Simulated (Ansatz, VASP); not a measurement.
# La2B4O9 (La2B4O9 (P-1)): VASP beside Ansatz, part 2 of 3

One calculation is typed for both programs; each brings its own data sets. How far apart do they land? Of the first pair: The structure shown is the start of the Ansatz relaxation below; VASP solves that cell, so the two are compared at the walk's first step.

VASP 6.6.1 and Ansatz 0.2.0.

So far: Starting point; Ansatz: relaxation, PBEsol.

## 3. VASP: single point, PBEsol, start cell, pair 1

Level of this step: PBEsol; plane waves and PAW (La, B, O) (VASP).

The same cell, functional, mesh and smearing now go to VASP, with its own data sets.

Lines of VASP's logs that name or quote its potential files are left out, and so is its time.

INCAR

```
SYSTEM = La2B4O9
PREC = Accurate
ENCUT = 520
EDIFF = 1E-06
NELM = 200
ISMEAR = -1
SIGMA = 0.01
LREAL = .FALSE.
ALGO = Normal
GGA = PS
NBANDS = 112
LASPH = .TRUE.
LORBIT = 11
LWAVE = .FALSE.
LCHARG = .FALSE.
ISIF = 2
GGA_COMPAT = .FALSE.
EFERMI = MIDGAP
LMAXMIX = 6
KPAR = 4
```

POSCAR

```
La2B4O9
1.0
    6.3451760000      0.0000000000      0.0000000000
   -1.4641360000      6.5488260000      0.0000000000
   -0.8812760000     -1.8100400000      7.4357860000
La B O
4 8 18
Direct
    0.1141804054      0.3208293436      0.6431855355
    0.4579297961      0.9066515962      0.7187020982
    0.5420702039      0.0933484038      0.2812979018
    0.8858195946      0.6791706564      0.3568144645
    0.0068201074      0.8443843769      0.8182683041
    0.2753328499      0.6647386936      0.0195620207
    0.3708971086      0.6420249541      0.3424348146
    0.3372371533      0.3298466614      0.0753654019
    0.6627628467      0.6701533386      0.9246345981
    0.6291029267      0.3579751986      0.6575651854
    0.7246671501      0.3352613064      0.9804379793
    0.9931798926      0.1556156231      0.1817316959
    0.0612454805      0.9424059819      0.6842179159
    0.1455253884      0.7230499983      0.8691098695
    0.2313498097      0.4386805961      0.9653697672
    0.2234698174      0.5935963529      0.4688798198
    0.2420934935      0.7320491634      0.2048941430
    0.1823586240      0.1486142619      0.1142140185
    0.4318376789      0.1895794091      0.5658795183
    0.4930925709      0.2255352343      0.9864433968
    0.5483258433      0.5336378523      0.7508267451
    0.4516741567      0.4663621477      0.2491732549
    0.5069074291      0.7744647657      0.0135566032
    0.5681623211      0.8104205909      0.4341204817
    0.8176414112      0.8513858908      0.8857859815
    0.7579065417      0.2679509893      0.7951058570
    0.7765301826      0.4064036471      0.5311201802
    0.7686502255      0.5613195566      0.0346302328
    0.8544744893      0.2769501544      0.1308901305
    0.9387545195      0.0575940181      0.3157820841
```

KPOINTS

```
Automatic mesh
0
Gamma
5 4 4
0 0 0
```

The projector-augmented-wave data sets are La, B and O (PBE family, release 64).

Launch:

```bash
> mpirun -np 4 vasp_std
```

Numbers of over 12 decimals in the logs are rounded to 6 here.

The log of the run:

```text
[banner, memory and clock lines left out]
running    4 mpi-ranks, on    1 nodes
 distrk:  each k-point on    1 cores,    4 groups
 distr:  one band on    1 cores,    1 groups

 POSCAR found type information on POSCAR LaB O
 POSCAR found :  3 types and      30 ions
|                                                                             |
|               ----> ADVICE to this user running VASP <----                  |
|                                                                             |
|     You have a (more or less) 'large supercell' and for larger cells it     |
|     might be more efficient to use real-space projection operators.         |
|     Therefore, try LREAL= Auto in the INCAR file.                           |
|     Mind: For very accurate calculation, you might also keep the            |
|     reciprocal projection scheme (i.e. LREAL=.FALSE.).                      |
|                                                                             |

|                                                                             |
|               ----> ADVICE to this user running VASP <----                  |
|                                                                             |
|     You enforced a specific xc type in the INCAR file but a different       |
|     [... a line on the potential file left out ...]
|     I HOPE YOU KNOW WHAT YOU ARE DOING!                                     |
|                                                                             |

 LDA part: xc-table for (Slater+PW92), standard interpolation
 POSCAR, INCAR and KPOINTS ok, starting setup
 FFT: planning ... GRIDC
 FFT: planning ... GRID_SOFT
 FFT: planning ... GRID
 WAVECAR not read
 entering main loop
       N       E                     dE             d eps       ncg     rms          rms(c)
DAV:   1     0.279195757619E+04    0.27920E+04   -0.67637E+04 11520   0.233E+03
DAV:   2     0.773127483771E+03   -0.20188E+04   -0.18161E+04 11120   0.656E+02
DAV:   3     0.296929600885E+02   -0.74343E+03   -0.62784E+03 10904   0.287E+02
DAV:   4    -0.229202881641E+03   -0.25890E+03   -0.23930E+03 14576   0.143E+02
DAV:   5    -0.276449330520E+03   -0.47246E+02   -0.46415E+02 17376   0.640E+01    0.277E+01
DAV:   6    -0.259544729756E+03    0.16905E+02   -0.10931E+02 14352   0.333E+01    0.109E+01
DAV:   7    -0.260120455484E+03   -0.57573E+00   -0.12188E+01 18184   0.158E+01    0.675E+00
DAV:   8    -0.260078424156E+03    0.42031E-01   -0.34906E+00 17240   0.772E+00    0.276E+00
DAV:   9    -0.259949399931E+03    0.12902E+00   -0.62528E-01 16408   0.345E+00    0.120E+00
DAV:  10    -0.259944953346E+03    0.44466E-02   -0.39490E-01 15592   0.229E+00    0.426E-01
DAV:  11    -0.259945088702E+03   -0.13536E-03   -0.43045E-02 14792   0.108E+00    0.210E-01
DAV:  12    -0.259946507061E+03   -0.14184E-02   -0.18433E-02 16288   0.504E-01    0.151E-01
DAV:  13    -0.259946410964E+03    0.96098E-04   -0.21966E-03 16832   0.226E-01    0.848E-02
DAV:  14    -0.259946366765E+03    0.44199E-04   -0.15903E-03 15816   0.154E-01    0.278E-02
DAV:  15    -0.259946380690E+03   -0.13926E-04   -0.20666E-04 15056   0.690E-02    0.191E-02
DAV:  16    -0.259946387382E+03   -0.66915E-05   -0.42058E-05 16704   0.259E-02    0.116E-02
DAV:  17    -0.259946386035E+03    0.13466E-05   -0.15527E-05 13984   0.166E-02    0.361E-03
DAV:  18    -0.259946386764E+03   -0.72931E-06   -0.61564E-06 12952   0.105E-02
   1 F= -.25994639E+03 E0= -.25994639E+03  d E =0.000000E+00
```

From OUTCAR (step 3):

```text
ion  position               nearest neighbor table
   1  0.114  0.321  0.643-  15 2.42  27 2.45  19 2.46  16 2.51  13 2.58  26 2.65  30 2.72  21 2.76

  LATTYP: Found a triclinic cell.
 ALAT       =     6.3451760000
 B/A-ratio  =     1.6062256942
 C/A-ratio  =     1.5259161085
 COS(alpha) =     0.0020462319
 COS(beta)  =     0.4131046054
 COS(gamma) =     0.7662359646

 Subroutine GETGRP returns: Found  2 space group operations
 (whereof  2 operations were pure point group operations)

The static configuration has the point symmetry S_2 .

 Found     42 irreducible k-points:

   k-points           NKPTS =     42   k-points in BZ     NKDIM =     42   number of bands    NBANDS=    112

   dimension x,y,z NGX =    48 NGY =   50 NGZ =   60
   dimension x,y,z NGXF=    96 NGYF=  100 NGZF=  120

   ENCUT  =  520.0 eV  38.22 Ry    6.18 a.u.  11.80 12.48 14.32*2*pi/ulx,y,z

   NELECT =     176.0000    total number of electrons

 k-points in reciprocal lattice and weights: Automatic mesh
   0.00000000  0.00000000  0.00000000       0.013
   0.20000000  0.00000000 -0.00000000       0.025
   0.40000000  0.00000000 -0.00000000       0.025
   0.00000000  0.25000000  0.00000000       0.025
   0.20000000  0.25000000 -0.00000000       0.025
   0.40000000  0.25000000 -0.00000000       0.025
  -0.40000000  0.25000000  0.00000000       0.025
  -0.20000000  0.25000000  0.00000000       0.025
   0.00000000  0.50000000  0.00000000       0.013
[...]
0.20000000  0.50000000  0.50000000       0.025
   0.40000000  0.50000000  0.50000000       0.025

 average (electrostatic) potential at core
       1 -96.7400       2 -96.4770       3 -96.4770       4 -96.7400       5 -27.4067
       6 -27.4237       7 -26.9838       8 -27.1988       9 -27.1988      10 -26.9838
      11 -27.4237      12 -27.4066      13 -68.9763      14 -69.8454      15 -69.2682
      16 -68.5215      17 -69.1539      18 -69.5552      19 -68.6460      20 -69.2866
      21 -69.0832      22 -69.0831      23 -69.2866      24 -68.6461      25 -69.5553
      26 -69.1539      27 -68.5215      28 -69.2682      29 -69.8454      30 -68.9763

 E-fermi :   6.8612

 k-point     1 :       0.0000    0.0000    0.0000
  band No.  band energies     occupation
    ...
     84       3.9338      2.00000
     85       4.0161      2.00000
     86       4.2825      2.00000
     87       4.3519      2.00000
     88       4.3819      2.00000
     89       9.2909      0.00000
     90       9.3370      0.00000
     91       9.4542      0.00000
     92       9.4833      0.00000
     93       9.4976      0.00000
    ...

 k-point     2 :       0.2000    0.0000   -0.0000
  band No.  band energies     occupation
    ...
     84       3.9637      2.00000
     85       3.9811      2.00000
     86       4.1976      2.00000
     87       4.3143      2.00000
     88       4.4142      2.00000
     89       9.3133      0.00000
     90       9.3527      0.00000
     91       9.4382      0.00000
     92       9.4849      0.00000
     93       9.4919      0.00000
    ...

 k-point     3 :       0.4000    0.0000   -0.0000
  band No.  band energies     occupation
    ...
     84       3.9990      2.00000
     85       4.0102      2.00000
     86       4.0965      2.00000
     87       4.2846      2.00000
     88       4.4668      2.00000
     89       9.3592      0.00000
     90       9.3716      0.00000
     91       9.4318      0.00000
     92       9.4605      0.00000
     93       9.4813      0.00000
    ...

  Total       -2.0263282     -2.3147503     -2.2191198      0.0447199     -0.0016961     -0.3897943
  in kB      -10.5071845    -12.0027491    -11.5068733      0.2318873     -0.0087948     -2.0212129
  external PRESSURE =     -11.3389356 kB  Pullay stress =       0.0000000 kB

  energy-cutoff  :      520.00
  volume of cell :      308.98
      direct lattice vectors                 reciprocal lattice vectors
     6.345176000  0.000000000  0.000000000     0.157600041  0.035235002  0.027255477
    -1.464136000  6.548826000  0.000000000     0.000000000  0.152699125  0.037170452
    -0.881276000 -1.810040000  7.435786000     0.000000000  0.000000000  0.134484774

 POSITION                                       TOTAL-FORCE (eV/Angst)
 -----------------------------------------------------------------------------------
     -0.31207      0.93686      4.78259         0.031780      0.047924      0.005152
      0.94481      4.63662      5.34411        -0.035680     -0.024770     -0.011864
      3.05495      0.10216      2.09167         0.035680      0.024770      0.011864
      4.31183      3.80192      2.65320        -0.031780     -0.047924     -0.005152
     -1.91414      4.04863      6.08447         0.067299     -0.042688      0.051536
      0.75653      4.31785      0.14546         0.029791      0.042337     -0.079437
      1.11162      3.58469      2.54627        -0.012226      0.073540     -0.086799
      1.59047      2.02369      0.56040         0.032731     -0.054873      0.038436
      2.40929      2.71509      6.87538        -0.032731      0.054873     -0.038436
      2.88815      1.15410      4.88951         0.012226     -0.073540      0.086799
      3.24324      0.42094      7.29033        -0.029791     -0.042337      0.079437
      5.91390      0.69016      1.35132        -0.067299      0.042688     -0.051536
     -1.59418      4.93319      5.08770         0.129010      0.220971     -0.248742
     -0.90118      3.16200      6.46252         0.191327     -0.079423     -0.011150
     -0.02509      1.12549      7.17828        -0.107593     -0.010888     -0.253335
      0.13564      3.03867      3.48649        -0.178622     -0.047125      0.165324
      0.28374      4.42320      1.52355        -0.072781      0.060157      0.147009
      0.83885      0.76652      0.84927         0.254529     -0.054359     -0.030491
      1.96382      0.21726      4.20776        -0.087632     -0.108916     -0.060811
      1.92922     -0.30851      7.33498         0.025745     -0.164025     -0.026084
      2.03622      2.13568      5.58299        -0.143044      0.037970     -0.070089
      1.96354      2.60311      1.85280         0.143044     -0.037970      0.070089
      2.07055      5.04730      0.10080        -0.025745      0.164025      0.026084
      2.03594      4.52153      3.22803         0.087632      0.108916      0.060811
      3.16091      3.97227      6.58652        -0.254529      0.054359      0.030491
      3.71603      0.31559      5.91224         0.072781     -0.060157     -0.147009
      3.86413      1.70012      3.94930         0.178622      0.047125     -0.165324
      4.02485      3.61330      0.25750         0.107593      0.010888      0.253335
      4.90095      1.57678      0.97327        -0.191327      0.079423      0.011150
      5.59395     -0.19441      2.34809        -0.129010     -0.220971      0.248742
 -----------------------------------------------------------------------------------
    total drift:                                0.001033     -0.004724     -0.000281

  FREE ENERGIE OF THE ION-ELECTRON SYSTEM (eV)
  ---------------------------------------------------
  free  energy   TOTEN  =      -259.9463867644 eV

  energy  without entropy=     -259.9463867644  energy(sigma->0) =     -259.94638676

 total charge
# of ion       s       p       d       f       tot
--------------------------------------------------
    1        2.023   5.697   0.521   0.198   8.440
    2        2.026   5.703   0.571   0.218   8.519
    3        2.026   5.703   0.571   0.218   8.519
    4        2.023   5.697   0.521   0.198   8.440
    5        0.727   1.425   0.000   0.000   2.152
    6        0.656   1.323   0.000   0.000   1.979
    7        0.653   1.305   0.000   0.000   1.958
    8        0.670   1.373   0.000   0.000   2.043
    9        0.670   1.373   0.000   0.000   2.043
   10        0.653   1.305   0.000   0.000   1.958
   11        0.656   1.323   0.000   0.000   1.979
   12        0.727   1.425   0.000   0.000   2.152
   13        1.551   3.566   0.000   0.000   5.117
   14        1.540   3.655   0.000   0.000   5.195
   15        1.548   3.690   0.000   0.000   5.238
   16        1.550   3.546   0.000   0.000   5.096
   17        1.545   3.605   0.000   0.000   5.150
   18        1.551   3.666   0.000   0.000   5.217
   19        1.555   3.559   0.000   0.000   5.113
   20        1.547   3.635   0.000   0.000   5.182
   21        1.544   3.640   0.000   0.000   5.185
   22        1.544   3.640   0.000   0.000   5.185
   23        1.547   3.635   0.000   0.000   5.182
   24        1.555   3.559   0.000   0.000   5.113
   25        1.551   3.666   0.000   0.000   5.217
   26        1.545   3.605   0.000   0.000   5.150
   27        1.550   3.546   0.000   0.000   5.096
   28        1.548   3.690   0.000   0.000   5.238
   29        1.540   3.655   0.000   0.000   5.195
   30        1.551   3.566   0.000   0.000   5.117
--------------------------------------------------
tot         41.370  98.778   2.185   0.834 143.166

[... 3 further parts left out ...]
```

The gap is read on the k-mesh alone, so it is an upper bound where the band edges lie off the mesh. The PAW data sets were made with PBE, which is usual practice but a small mismatch for other functionals.

## 4. Comparison

Known differences besides the potentials themselves: the cutoff is 420 eV in Ansatz and 520 eV in VASP; Ansatz makes its cores anew for this functional, VASP keeps those of its PBE data sets. Total energies have different zeros and are not compared.

Forces on 8 of the 30 atoms, those with the largest forces and the largest differences (eV/Å; atoms numbered as in POSCAR):

| atom | Ansatz x, y, z | VASP x, y, z |
| --- | --- | --- |
| O13 | 0.095, 0.135, -0.157 | 0.129, 0.221, -0.249 |
| O15 | -0.087, 0.010, -0.189 | -0.108, -0.011, -0.253 |
| O16 | -0.111, -0.006, 0.101 | -0.179, -0.047, 0.165 |
| O18 | 0.195, -0.035, -0.017 | 0.255, -0.054, -0.030 |
| O25 | -0.195, 0.035, 0.017 | -0.255, 0.054, 0.030 |
| O27 | 0.111, 0.006, -0.101 | 0.179, 0.047, -0.165 |
| O28 | 0.087, -0.010, 0.189 | 0.108, 0.011, 0.253 |
| O30 | -0.095, -0.135, 0.157 | -0.129, -0.221, 0.249 |

The forces differ by 40 meV/Å r.m.s., which is 37.1 % of the r.m.s. force of 0.108 eV/Å (both taken over all components).

## 5. Ansatz: relaxation, PBEsol

This run makes the geometry at which the two programs are then compared. The cell compared in this pair holds 305.24 Å³, against 308.98 Å³ for the pair before.

The structure compared here is the end of the Ansatz relaxation.

input.yaml

```yaml
crystal:
  lattice:
    - [6.3451763, 0.0, 0.0]
    - [-1.4641364, 6.5488264, 0.0]
    - [-0.881276, -1.8100401, 7.435786]
  atoms:
    - { symbol: La, position: [0.11418044, 0.32082931, 0.6431855] }
    - { symbol: La, position: [0.45792985, 0.90665153, 0.71870212] }
    - { symbol: La, position: [0.54207015, 0.09334847, 0.28129788] }
    - { symbol: La, position: [0.88581956, 0.67917069, 0.3568145] }
    - { symbol: B, position: [0.00682019, 0.84438436, 0.81826829] }
    - { symbol: B, position: [0.27533286, 0.6647387, 0.01956204] }
    - { symbol: B, position: [0.37089709, 0.64202486, 0.34243477] }
    - { symbol: B, position: [0.3372372, 0.32984668, 0.07536542] }
    - { symbol: B, position: [0.6627628, 0.67015332, 0.92463458] }
    - { symbol: B, position: [0.62910291, 0.35797514, 0.65756523] }
    - { symbol: B, position: [0.72466714, 0.3352613, 0.98043796] }
    - { symbol: B, position: [0.99317981, 0.15561564, 0.18173171] }
    - { symbol: O, position: [0.06124552, 0.94240598, 0.68421787] }
    - { symbol: O, position: [0.14552546, 0.72304988, 0.86910981] }
    - { symbol: O, position: [0.23134976, 0.43868052, 0.96536981] }
    - { symbol: O, position: [0.22346978, 0.59359634, 0.46887976] }
    - { symbol: O, position: [0.24209348, 0.73204906, 0.2048941] }
    - { symbol: O, position: [0.1823586, 0.14861422, 0.11421403] }
    - { symbol: O, position: [0.43183773, 0.1895794, 0.56587953] }
    - { symbol: O, position: [0.49309263, 0.22553527, 0.98644341] }
    - { symbol: O, position: [0.54832586, 0.5336379, 0.75082675] }
    - { symbol: O, position: [0.45167414, 0.4663621, 0.24917325] }
    - { symbol: O, position: [0.50690737, 0.77446473, 0.01355659] }
    - { symbol: O, position: [0.56816227, 0.8104206, 0.43412047] }
    - { symbol: O, position: [0.8176414, 0.85138578, 0.88578597] }
    - { symbol: O, position: [0.75790652, 0.26795094, 0.7951059] }
    - { symbol: O, position: [0.77653022, 0.40640366, 0.53112024] }
    - { symbol: O, position: [0.76865024, 0.56131948, 0.03463019] }
    - { symbol: O, position: [0.85447454, 0.27695012, 0.13089019] }
    - { symbol: O, position: [0.93875448, 0.05759402, 0.31578213] }
basis:
  ecutwfc: 420
  xc_grid: 2
hamiltonian:
  xc: pbesol
  pseudopotentials: { kind: paw, azcp: { folder: soft_1 }, xc_functional: pbe }
kpoints:
  mp_grid: { grid: [5, 4, 4] }
scf:
  occupations: { method: fermi_dirac, width: 0.01 }
  max_iter: 150
output:
  forces: true
  stress: true
relax:
  f_tol: 0.01
  max_steps: 60
  cell: {}
checkpoint:
  write: "../pbesol.run"
  compress: false
  write_wavefunctions: false
  write_every: 100000
```

Launch:

```bash
> ansatz run input.yaml --threads 4 --pin off --max-ram 7536MiB --backend cpu --events-out ev --progress --plain --runs-dir out
```

The log of the run:

```text
[...]
Crystal: 30 atoms, lattice volume = 308.983 Å³
Basis set: ecut = 420 eV, 6035 PW (Γ), exchange–correlation on 90×90×108 points (8 copies of the dense FFT grid, shifted against one another)
Bands: 118, of which v1, the nominal top of the filled ones, is band 88 counted from 1 (87 counted from 0)
Symmetry: 2 space group operations
[...]
k-points: 42 of 80
[...]
- { symbol: O, position: [0.182771, 0.147102, 0.115540] }
    - { symbol: O, position: [0.430830, 0.188245, 0.565135] }
    - { symbol: O, position: [0.492471, 0.224219, 0.986063] }
[...]
- { symbol: O, position: [0.777075, 0.406022, 0.530271] }
    - { symbol: O, position: [0.770232, 0.562313, 0.035221] }
    - { symbol: O, position: [0.853883, 0.277317, 0.132476] }
    - { symbol: O, position: [0.937648, 0.056651, 0.318096] }
[key lines of the parts left out:]
SCF converged after 4 iterations
Free energy (F): -36005.111665 eV
Fermi energy:    10.413654 eV
P = ⅓ Tr σ = -0.0084 GPa (-0.084 kbar)
```

(Continued in part 3 of 3.)

[Lines on the potential files, build, host, timing and source positions are cut from VASP's logs without a mark.]

[Logs are printed without paths, hosts, clocks, repeated set-up lines and the standing remarks that a program may print on its own settings, such as how far it seeks lower states.]

[Hosts, paths, dates, database ids (printed as entryN), source tags and the programs' standing remarks are cut or masked in the printed files.]
